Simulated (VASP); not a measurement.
An input for Ansatz (written as the equivalent of a VASP run, and not itself run):

Ansatz 0.2 input:
```yaml
crystal:
  lattice:
    - [1.4361436, -2.4874735, 0.0000000]
    - [1.4361436, 2.4874735, 0.0000000]
    - [0.0000000, 0.0000000, 4.6566680]
  atoms:
    - { symbol: Hf, position: [0.3333330, 0.6666670, 0.2500000] }
    - { symbol: Hf, position: [0.6666670, 0.3333330, 0.7500000] }
kpoints:
  mp_grid: { grid: [15, 15, 8] }
hamiltonian:
  xc: pbesol
  pseudopotentials: { kind: paw }
scf:
  occupations: { method: methfessel_paxton, width: 0.1 }
  max_iter: 100
relax:
  max_steps: 40
  f_tol: 0.02
  cell: { p_target: 45 }
output: { forces: true, stress: true, eigenvalues: true }
```

### Question
Write the VASP files for the same calculation (PBEsol).

### Answer
This is not unique; one that fits is 
**POSCAR**
```
Hf
1
    1.4361435656    -2.4874734502     0.0000000000
    1.4361435656     2.4874734502    -0.0000000000
   -0.0000000000    -0.0000000000     4.6566679569
Hf
2
Direct
  0.3333330000   0.6666670000   0.2500000000
  0.6666670000   0.3333330000   0.7500000000
```

INCAR:
```
NSW = 40   # most ionic steps
PSTRESS = 450
ISMEAR = 1   # Methfessel-Paxton
PREC = Accurate
LREAL = .FALSE.   # projection in real space or not
LCHARG = .FALSE.
SYSTEM = Hf
ISIF = 3   # ions, shape and volume
LWAVE = .FALSE.
GGA = PS   # PBEsol
IBRION = 2   # conjugate gradients
LASPH = .TRUE.   # aspherical one-centre terms
SIGMA = 0.1   # width (eV)
EDIFFG = -0.02   # ionic stop
ENCUT = 500
EDIFF = 1E-6   # SCF stop (eV)
NELM = 100   # most electronic steps
LMAXMIX = 6   # l cut-off of mixed one-centre charges
ALGO = Normal   # blocked Davidson
```

### KPOINTS
```
Automatic mesh
0
Gamma
15 15 8
0 0 0
```

POTCAR, in this order: Hf_pv (PBE.64 set). Program: vasp_std.

Limits of the translation: each code has its own PAW files, so the cut-off isn't converted (ENCUT is set for VASP's; basis.ecutwfc is left out, and Ansatz then takes the one that its files recommend); Ansatz stops its SCF on the density residual and VASP on the energy change (EDIFF).

The compound is Hf in the hcp structure. This run relaxes it under an external pressure of 45 GPa. Symmetry was kept, so distortions that lower it aren't found.
